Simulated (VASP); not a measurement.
A cell of Mo (bcc) near equilibrium:

```
Mo
1.0
   -1.56505     1.56505     1.56505
    1.56505    -1.56505     1.56505
    1.56505     1.56505    -1.56505
Mo
1
Direct
  0.00000   0.00000   0.00000
```

Computed with PBEsol GGA, VASP's PBE PAW potentials (set 64) (plane waves; VASP).

```csv
run,ΔE (meV/atom),σxx,σyy,σzz,"largest shear component, with its sign (GPa)",largest force (eV/Å)
as it is,0.0,0.25,0.25,0.25,0.00,0.000
after one change,43.8,-14.56,-14.56,-14.56,0.00,0.000
```
Stress is in GPa, positive when the cell is compressed.

Q: Which change was made?
(A) uniaxial strain of -1.5 % along x
(B) biaxial strain of -3.0 % in the yz plane
(C) isotropic strain of +2.0 %
(D) isotropic strain of -3.0 %

A: C, isotropic strain of +2.0 %

The compound is Mo in the bcc structure.
